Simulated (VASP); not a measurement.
Input for VASP

### POSCAR
```
KF
1
    0.0000000000     2.6986480000     2.6947740000
    2.7028090000     0.0000000000     2.6947740000
    2.7028090000     2.6986480000     0.0000000000
K F
1 1
Direct
  0.0000000000   0.0000000000   0.0000000000
  0.4961330000   0.5038670000   0.5038670000
```

File KPOINTS:
```
Automatic mesh
0
Gamma
8 8 8
0 0 0
```

### INCAR
```
# general
SYSTEM  =  KF
PREC    =  Accurate
ENCUT   =  575
LREAL   =  .False.   # projection in real space or not
LASPH   =  .True.   # aspherical one-centre terms

# electronic loop
EDIFF   =  1E-6   # SCF stop (eV)
NELM    =  100   # most electronic steps
ALGO    =  Normal

# smearing
ISMEAR  =  0   # Gaussian
SIGMA   =  0.05   # width (eV)

# functional
GGA     =  PE   # PBE

# ions
ISIF    =  2

# output
LWAVE   =  .False.
LCHARG  =  .False.
```

POTCAR, in this order: K_sv F (PBE.64 set). Program: vasp_std.

Question: Translate this PBE calculation to Ansatz.

Answer: One equivalent input (not run):
Ansatz 0.2 input:
```yaml
crystal:
  lattice:
    - [0.0000000, 2.6986480, 2.6947740]
    - [2.7028090, 0.0000000, 2.6947740]
    - [2.7028090, 2.6986480, 0.0000000]
  atoms:
    - { symbol: K, position: [0.0000000, 0.0000000, 0.0000000] }
    - { symbol: F, position: [0.4961330, 0.5038670, 0.5038670] }
kpoints:
  mp_grid: { grid: [8, 8, 8] }
hamiltonian:
  xc: pbe
  pseudopotentials: { kind: paw }
scf:
  occupations: { method: gaussian, width: 0.05 }
  max_iter: 100
output: { forces: true, stress: true, eigenvalues: true }
```
What does not carry over: each code has its own PAW files, so the cut-off isn't converted (ENCUT is set for VASP's; basis.ecutwfc is left out, and Ansatz then takes the one that its files recommend); Ansatz stops its SCF on the density residual and VASP on the energy change (EDIFF).

The compound is KF in the rock salt structure. The cell was not relaxed at this level, atoms are displaced from their ideal sites. The run is one of a series of settings (ENCUT = 575 against the base run), some of them coarse on purpose.
